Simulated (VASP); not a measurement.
Consider the following.

```yaml
crystal:
  lattice:
    - [0.00000, 3.27276, 3.27276]
    - [3.27276, 0.00000, 3.27276]
    - [3.27276, 3.27276, 0.00000]
  atoms:
    - { symbol: Cd, position: [0.00000, 0.00000, 0.00000] }
    - { symbol: Te, position: [0.25000, 0.25000, 0.25000] }
```

These are r2SCAN meta-GGA, VASP's PBE PAW potentials (set 64) (plane waves; VASP 6.6.1) values and carry that method's errors. Run with 400 eV cut-off, 13×13×13 Γ-centred mesh, Gaussian smearing of 0.010 eV, potentials Cd Te.

Unless said otherwise, spin-orbit coupling is left out, though it shifts the bands of the heavy elements here.

Q: Estimate the energy per atom (σ→0), band gap (on the k-mesh) with the smallest direct gap where there is one.

A: 
| Item | Value |
|---|---|
| band gap (on the k-mesh) | 1.17 eV |
| smallest direct gap (on the k-mesh) | 1.17 eV |
| energy per atom (σ→0) | -23.321 eV/atom |

Only differences to runs with the same potentials and settings are physical.

The compound is CdTe in the zinc blende structure. It was relaxed first.
